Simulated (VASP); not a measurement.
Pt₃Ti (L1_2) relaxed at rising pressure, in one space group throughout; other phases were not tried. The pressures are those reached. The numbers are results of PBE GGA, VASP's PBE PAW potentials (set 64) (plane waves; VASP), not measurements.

```
P (GPa)  V (Å³/atom)  k-mesh
-------  -----------  ------
0.16          15.353   8×8×8
4.88          15.062   8×8×8
9.87          14.788   8×8×8
19.88         14.314   8×8×8
29.91         13.915   8×8×8
```

Q: Fit an equation of state and predict the volume at 45.05 GPa.

A: Least squares on the third-order Birch-Murnaghan form, P = (3B0/2)(y⁷ − y⁵)[1 + (3/4)(B′ − 4)(y² − 1)] with y = (V0/V)^(1/3), gives V0 = 15.363 Å³/atom, B0 = 235 GPa and B′ = 5.1, and so 13.413 Å³/atom. The run gave 13.411 Å³/atom, -0.0 % from the fit.

Pressures at which the relaxation failed are left out.

The compound is Pt3Ti in the L1_2 structure.
